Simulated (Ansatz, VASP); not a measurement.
## Cross-check of Al2O3 (Al2O3 (R-3c)) between VASP and Ansatz

One calculation is typed for both programs; each brings its own data sets. How far apart do they land? The cell is taken from a series of runs on this material, whose earlier steps may have relaxed, scaled, displaced or heated it; both programs get it as it stands.

Method: plane waves, with VASP 6.6.1 beside it; single point at HSE06, in Ansatz 0.2.0.

## 1. The structure

The structure is trigonal, space group R-3c (No. 167). The conventional cell has a = 4.773 Å, b = 4.773 Å, c = 13.013 Å, α = 90.00°, β = 90.00°, γ = 120.00°. Nearest to Al lie 6 O at 1.86 to 1.97 Å. Nearest to O lie 4 Al at 1.86 to 1.97 Å. Farther neighbours and most contacts between anions are not listed.

As a file:

```xyz
10
Lattice="2.3867 1.3779 4.3376 -2.3867 1.3779 4.3376 0.0000 -2.7559 4.3376" Properties=species:S:1:pos:R:3 pbc="T T T"
Al    0.0000    0.0000    8.4317
Al    0.0000    0.0000   11.0876
Al    0.0000    0.0000    1.9253
Al    0.0000    0.0000    4.5812
O     0.9268   -1.3779    5.4220
O     1.6567    0.1137    7.5908
O    -1.6567   -0.1137    5.4220
O     0.7299    1.4916    5.4220
O    -0.7299   -1.4916    7.5908
O    -0.9268    1.3779    7.5908
```

## 2. VASP: single point, HSE06

With cell and atoms fixed, the geometry can't cause a difference; cores, projectors, grids and the points listed under the comparison can.

Lines of VASP's logs that name or quote its potential files are left out, and so is its time.

The run reads the wave functions of an earlier VASP run, which isn't shown here.

INCAR

```
SYSTEM = Al2O3
PREC = Accurate
ENCUT = 520
EDIFF = 1E-06
NELM = 100
ISMEAR = 0
SIGMA = 0.01
LREAL = .FALSE.
ALGO = Normal
LHFCALC = .TRUE.
AEXX = 0.25
GGA = PE
HFSCREEN = 0.208
LASPH = .TRUE.
NBANDS = 34
PRECFOCK = Fast
LORBIT = 11
LWAVE = .FALSE.
LCHARG = .FALSE.
NCORE = 8
ISIF = 2
ISYM = 2
```

POSCAR

```
Al2O3
1.0
    2.3866527206      1.3779345890      4.3376222500
   -2.3866527233      1.3779345912      4.3376222508
    0.0000000006     -2.7558691865      4.3376222492
Al O
4 6
Direct
    0.6479500000      0.6479500000      0.6479500000
    0.8520500000      0.8520500000      0.8520500000
    0.1479500000      0.1479500000      0.1479500000
    0.3520500000      0.3520500000      0.3520500000
    0.4441700000      0.0558300000      0.7500000000
    0.9441700000      0.2500000000      0.5558300000
    0.0558300000      0.7500000000      0.4441700000
    0.7500000000      0.4441700000      0.0558300000
    0.2500000000      0.5558300000      0.9441700000
    0.5558300000      0.9441700000      0.2500000000
```

KPOINTS

```
Automatic mesh
0
Gamma
4 4 4
0.5 0.5 0.5
```

The projector-augmented-wave data sets are Al and O (PBE family, release 64).

Run with:

```bash
$ mpirun -np 8 vasp_std
```

Numbers of over 12 decimals in the logs are rounded to 6 here.

The program printed:

```text
[banner, memory and clock lines left out]
running    8 mpi-ranks, on    1 nodes
 distrk:  each k-point on    8 cores,    1 groups
 distr:  one band on    8 cores,    1 groups

 POSCAR found type information on POSCAR AlO
 POSCAR found :  2 types and      10 ions
|                                                                             |
|           W    W    AA    RRRRR   N    N  II  N    N   GGGG   !!!           |
|           W    W   A  A   R    R  NN   N  II  NN   N  G    G  !!!           |
|           W    W  A    A  R    R  N N  N  II  N N  N  G       !!!           |
|           W WW W  AAAAAA  RRRRR   N  N N  II  N  N N  G  GGG   !            |
|           WW  WW  A    A  R   R   N   NN  II  N   NN  G    G                |
|           W    W  A    A  R    R  N    N  II  N    N   GGGG   !!!           |
|                                                                             |
|     For optimal performance we recommend to set                             |
|       NCORE = 2 up to number-of-cores-per-socket                            |
|     NCORE specifies how many cores store one orbital (NPAR=cpu/NCORE).      |
|     This setting can greatly improve the performance of VASP for DFT.       |
|     The default, NCORE=1 might be grossly inefficient on modern             |
|     multi-core architectures or massively parallel machines. Do your        |
|     Unfortunately you need to use the default for GW and RPA                |
|     calculations (for HF NCORE is supported but not extensively tested      |
|     yet).                                                                   |
|                                                                             |

|                                                                             |
|           W    W    AA    RRRRR   N    N  II  N    N   GGGG   !!!           |
|           W    W   A  A   R    R  NN   N  II  NN   N  G    G  !!!           |
|           W    W  A    A  R    R  N N  N  II  N N  N  G       !!!           |
|           W WW W  AAAAAA  RRRRR   N  N N  II  N  N N  G  GGG   !            |
|           WW  WW  A    A  R   R   N   NN  II  N   NN  G    G                |
|           W    W  A    A  R    R  N    N  II  N    N   GGGG   !!!           |
|                                                                             |
|     You have selected ISYM=2 for a HF type calculation. This will           |
|     symmetrize the charge density but not the exchange potential. I         |
|     suggest to use ISYM=3 instead. This uses symmetry to obtain the         |
|     orbitals at all k-points in the Brillouin zone, but does not apply      |
|     symmetry to the Hartree potential directly. The resultant charge        |
|     might have lower symmetry than the crystal but, at least, Hartree       |
|     and exchange are fully compatible.                                      |
|                                                                             |

 LDA part: xc-table for (Slater+PW92), standard interpolation
 found WAVECAR, reading the header
 POSCAR, INCAR and KPOINTS ok, starting setup
 FFT: planning ... GRIDC
 FFT: planning ... GRID_SOFT
 FFT: planning ... GRID
 reading WAVECAR
 the WAVECAR file was read successfully
 initial charge from wavefunction
 entering main loop
       N       E                     dE             d eps       ncg     rms          rms(c)
DAV:   1    -0.902478037326E+02   -0.90248E+02   -0.20826E+00   866   0.792E+00    0.141E+01
DAV:   2    -0.902629137122E+02   -0.15110E-01   -0.57399E-02   862   0.132E+00    0.102E+01
DAV:   3    -0.902591811350E+02    0.37326E-02   -0.28323E-03   842   0.294E-01    0.645E+00
DAV:   4    -0.902580726496E+02    0.11085E-02   -0.65314E-04   848   0.137E-01    0.387E+00
DAV:   5    -0.902577016907E+02    0.37096E-03   -0.11180E-04   856   0.697E-02    0.229E+00
DAV:   6    -0.902575748483E+02    0.12684E-03   -0.43485E-05   856   0.486E-02    0.133E+00
DAV:   7    -0.902575330435E+02    0.41805E-04   -0.14994E-05   848   0.278E-02    0.771E-01
DAV:   8    -0.902575199512E+02    0.13092E-04   -0.48224E-06   848   0.149E-02    0.444E-01
DAV:   9    -0.902575161954E+02    0.37559E-05   -0.15156E-06   588   0.868E-03    0.261E-01
DAV:  10    -0.902575150713E+02    0.11240E-05   -0.79922E-07   442   0.660E-03    0.151E-01
DAV:  11    -0.902575147931E+02    0.27827E-06   -0.30233E-07   410   0.372E-03
   1 F= -.90257515E+02 E0= -.90257515E+02  d E =-.111686E-14
```

From OUTCAR (step 2):

```text
ion  position               nearest neighbor table
   1  0.648  0.648  0.648-   9 1.86   6 1.86  10 1.86   7 1.97   5 1.97   8 1.97   2 2.66   4 2.80
                             4 2.80   4 2.80   2 3.23   2 3.23   2 3.23
   2  0.852  0.852  0.852-   9 1.86  10 1.86   6 1.86   5 1.97   7 1.97   8 1.97   1 2.66   3 2.80
                             3 2.80   3 2.80   1 3.23   1 3.23   1 3.23
   3  0.148  0.148  0.148-   8 1.86   5 1.86   7 1.86  10 1.97   6 1.97   9 1.97   4 2.66   2 2.80
                             2 2.80   2 2.80   4 3.23   4 3.23   4 3.23
   4  0.352  0.352  0.352-   8 1.86   7 1.86   5 1.86   6 1.97  10 1.97   9 1.97   3 2.66   1 2.80
                             1 2.80   1 2.80   3 3.23   3 3.23   3 3.23
   5  0.444  0.056  0.750-   3 1.86   4 1.86   2 1.97   1 1.97
   6  0.944  0.250  0.556-   1 1.86   2 1.86   4 1.97   3 1.97
   7  0.056  0.750  0.444-   4 1.86   3 1.86   1 1.97   2 1.97
   8  0.750  0.444  0.056-   4 1.86   3 1.86   2 1.97   1 1.97
   9  0.250  0.556  0.944-   1 1.86   2 1.86   3 1.97   4 1.97
  10  0.556  0.944  0.250-   2 1.86   1 1.86   3 1.97   4 1.97

  LATTYP: Found a trigonal (rhomboedric) cell.
 ALAT       =     5.1390448286
 COS(alpha) =     0.5686362517

 Subroutine GETGRP returns: Found 12 space group operations
 (whereof  6 operations were pure point group operations)

The static configuration has the point symmetry S_6 .
 The point group associated with its full space group is D_3d.

 Found     10 irreducible k-points:

   k-points           NKPTS =     10   k-points in BZ     NKDIM =     64   number of bands    NBANDS=     34

   dimension x,y,z NGX =    40 NGY =   40 NGZ =   40
   dimension x,y,z NGXF=    80 NGYF=   80 NGZF=   80

   ENCUT  =  520.0 eV  38.22 Ry    6.18 a.u.   9.56  9.56  9.56*2*pi/ulx,y,z

   NELECT =      48.0000    total number of electrons

 k-points in reciprocal lattice and weights: Automatic mesh
   0.12500000  0.12500000  0.12500000       0.031
   0.37500000  0.12500000  0.12500000       0.094
  -0.37500000  0.12500000  0.12500000       0.094
  -0.12500000  0.12500000  0.12500000       0.094
   0.37500000  0.37500000  0.12500000       0.094
  -0.37500000  0.37500000  0.12500000       0.188
  -0.12500000  0.37500000  0.12500000       0.188
  -0.37500000 -0.37500000  0.12500000       0.094
   0.37500000  0.37500000  0.37500000       0.031
  -0.37500000  0.37500000  0.37500000       0.094

  exchange ACFDT corr.  =         0.00000000  see jH, gK, PRB 81, 115126

 average (electrostatic) potential at core
       1 -67.7113       2 -67.7113       3 -67.7113       4 -67.7113       5 -60.9902
       6 -60.9902       7 -60.9902       8 -60.9902       9 -60.9902      10 -60.9902

 E-fermi :   4.7675

 k-point     1 :       0.1250    0.1250    0.1250
  band No.  band energies     occupation
    ...
     20       4.2213      2.00000
     21       4.2213      2.00000
     22       4.4353      2.00000
     23       4.7160      2.00000
     24       4.7160      2.00000
     25      13.0496      0.00000
     26      15.7672      0.00000
     27      17.4073      0.00000
     28      18.3611      0.00000
     29      18.3611      0.00000
    ...

 k-point     2 :       0.3750    0.1250    0.1250
  band No.  band energies     occupation
    ...
     20       3.3821      2.00000
     21       4.0116      2.00000
     22       4.0364      2.00000
     23       4.4737      2.00000
     24       4.5199      2.00000
     25      14.5171      0.00000
     26      16.8009      0.00000
     27      17.1141      0.00000
     28      17.2531      0.00000
     29      17.9711      0.00000
    ...

 k-point     3 :      -0.3750    0.1250    0.1250
  band No.  band energies     occupation
    ...
     20       3.4718      2.00000
     21       3.6079      2.00000
     22       3.9590      2.00000
     23       4.3513      2.00000
     24       4.4635      2.00000
     25      15.9173      0.00000
     26      16.1540      0.00000
     27      16.3086      0.00000
     28      16.8198      0.00000
     29      18.4031      0.00000
    ...

  Total       -1.5480415     -1.5480415     -1.1895002      0.0000000      0.0000000      0.0000000
  in kB      -28.9782648    -28.9782648    -22.2666193      0.0000000      0.0000000      0.0000000
  external PRESSURE =     -26.7410496 kB  Pullay stress =       0.0000000 kB

  energy-cutoff  :      520.00
  volume of cell :       85.59
      direct lattice vectors                 reciprocal lattice vectors
     2.386652721  1.377934589  4.337622250     0.209498431  0.120953975  0.076847018
    -2.386652723  1.377934591  4.337622251    -0.209498431  0.120953975  0.076847018
     0.000000001 -2.755869187  4.337622249    -0.000000000 -0.241907951  0.076847017

 POSITION                                       TOTAL-FORCE (eV/Angst)
 -----------------------------------------------------------------------------------
     -0.00000     -0.00000      8.43169        -0.000000     -0.000000      0.009673
     -0.00000     -0.00000     11.08761         0.000000      0.000000     -0.009673
     -0.00000     -0.00000      1.92525        -0.000000     -0.000000      0.009673
     -0.00000     -0.00000      4.58118         0.000000      0.000000     -0.009673
      0.92683     -1.37793      5.42203        -0.025280      0.000000      0.000000
      1.65674      0.11369      7.59084        -0.012640     -0.021893     -0.000000
     -1.65674     -0.11369      5.42203         0.012640      0.021893      0.000000
      0.72991      1.49163      5.42203         0.012640     -0.021893     -0.000000
     -0.72991     -1.49163      7.59084        -0.012640      0.021893      0.000000
     -0.92683      1.37793      7.59084         0.025280     -0.000000     -0.000000
 -----------------------------------------------------------------------------------
    total drift:                                0.000000      0.000000     -0.000000

  FREE ENERGIE OF THE ION-ELECTRON SYSTEM (eV)
  ---------------------------------------------------
  free  energy   TOTEN  =       -90.2575147931 eV

  energy  without entropy=      -90.2575147931  energy(sigma->0) =      -90.25751479

 total charge
# of ion       s       p       d       tot
------------------------------------------
    1        0.347   0.406   0.000   0.752
    2        0.347   0.406   0.000   0.752
    3        0.347   0.406   0.000   0.752
    4        0.347   0.406   0.000   0.752
    5        1.552   3.665   0.000   5.217
    6        1.552   3.665   0.000   5.217
    7        1.552   3.665   0.000   5.217
    8        1.552   3.665   0.000   5.217
    9        1.552   3.665   0.000   5.217
   10        1.552   3.665   0.000   5.217
--------------------------------------------------
tot         10.701  23.613   0.000  34.314

[... 3 further parts left out ...]
```

The run ends at a pressure of -2.67 GPa, with forces up to 0.025 eV/Å.

(Part 1 of 2 ends here.)

[Lines on the potential files, build, host, timing and source positions are cut from VASP's logs without a mark.]

[Logs are printed without paths, hosts, clocks, repeated set-up lines and the standing remarks that a program may print on its own settings, such as how far it seeks lower states.]

[Hosts, paths, dates, database ids (printed as entryN), source tags and the programs' standing remarks are cut or masked in the printed files.]
